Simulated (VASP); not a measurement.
Wanted: the native input for a VASP 6.6.1 run.

* Task: single point
* Functional: PBE
* Potentials or basis: VASP PAW PBE potentials, release 64 (K_sv, Te, C)
* Cutoff: 520 eV
* k mesh: 12 × 12 × 4
* Occupations: gaussian, width 0.1 eV
* Spin: no spin polarisation
* Dipole correction: no
* Further INCAR settings: ALGO = Fast; EDIFF = 1e-06; NBANDS = 28

The structure of KTe2C4 lies in POSCAR:

```
KTe2C4
1.0
    4.1743731631      0.0000000000      0.0000000000
   -2.0871865815      3.6151132041      0.0000000000
    0.0000000000      0.0000000000      9.7869074636
K Te C
1 2 4
Direct
    0.0000000000      0.0000000000      0.0000000000
    0.0000000000      0.0000000000      0.6354865745
    0.0000000000      0.0000000000      0.3645134255
    0.3333333333      0.6666666667      0.0000000000
    0.6666666667      0.3333333333      0.0000000000
    0.3333333333      0.6666666667      0.5000000000
    0.6666666667      0.3333333333      0.5000000000
```

The cell was built by a generator and needn't be a form met in nature.

The cell isn't the ideal one: random cell by space group and Wyckoff sites (P6/mmm, No. 191).

The input as run:

INCAR

```
PREC = Accurate
ENCUT = 520
EDIFF = 1E-6
ISMEAR = 0
SIGMA = 0.1
LREAL = False
LASPH = True
NELM = 100
ALGO = Fast
ISIF = 2
LWAVE = False
LCHARG = False
GGA = PE
NBANDS = 28
```

KPOINTS

```
Automatic mesh
0
Gamma
  12 12 4
```

Potentials or basis: VASP PAW PBE potentials, release 64 (K_sv, Te, C).

Command:

```sh
$ cat potpaw_PBE.64/K_sv/POTCAR potpaw_PBE.64/Te/POTCAR potpaw_PBE.64/C/POTCAR > POTCAR
$ mpirun -np 1 vasp_std > vasp.out
```

It gave:

* Pressure: 0.2 GPa
* Band gap on the k mesh: none (metal or under the smearing width)

It took 3.1 min on 1 thread of Intel(R) Xeon(R) Platinum 8488C (Sapphire Rapids), on a shared host, peak memory 0.41 GiB.
